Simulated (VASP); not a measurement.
```
CELL_PARAMETERS angstrom
      1.85106    -3.20613     0.00000
      1.85106     3.20613     0.00000
      0.00000     0.00000     6.55738
ATOMIC_POSITIONS crystal
  Sn 0.00000 0.00000 0.00000
  S  0.33333 0.66667 0.22530
  S  0.66667 0.33333 0.77470
```

Level of theory: PBE GGA, VASP's PBE PAW potentials (set 64) (plane waves; VASP). Run with 400 eV cut-off, 12×12×6 Γ-centred mesh, Gaussian smearing of 0.010 eV, potentials Sn_d S.

**Question.** The job: SnS$_{2}$ (1T layered), 3 atoms, PBE, optics run with many empty bands, 400 eV, 12×12×6 Γ-centred mesh. Roughly how much core time does it take on a busy server core?

**Answer.** About 2 core-minutes (one run on a shared machine, a rough figure). It had 100 irreducible k-points, 51 bands, up to 1443 plane waves and 14 electronic steps.

The compound is SnS2 in the 1T layered structure. It was relaxed first, which changed the volume by +14 %.
